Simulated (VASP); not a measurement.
Consider the following.

```yaml
crystal:
  lattice:
    - [4.12000, 0.00000, 0.00000]
    - [0.00000, 4.12000, 0.00000]
    - [0.00000, 0.00000, 4.12000]
  atoms:
    - { symbol: Cs, position: [0.00000, 0.00000, 0.00000] }
    - { symbol: Cl, position: [0.50000, 0.50000, 0.50000] }
```

Computed with PBE GGA, VASP's PBE PAW potentials (set 64) (plane waves; VASP). Settings: 400 eV cut-off, 6×6×6 Γ-centred mesh, second-order Methfessel-Paxton smearing of 0.30 eV, potentials Cs_sv Cl.

Give the stress tensor in GPa (positive for a compressed cell).

```
1.03  0.00  0.00
0.00  1.03  0.00
0.00  0.00  1.03
```
The pressure is its mean diagonal, 1.03 GPa.

The compound is CsCl in the CsCl type structure. The cell was not relaxed at this level. The run is one of a series of settings (ISMEAR = 2, SIGMA = 0.3 against the base run), some of them coarse on purpose.
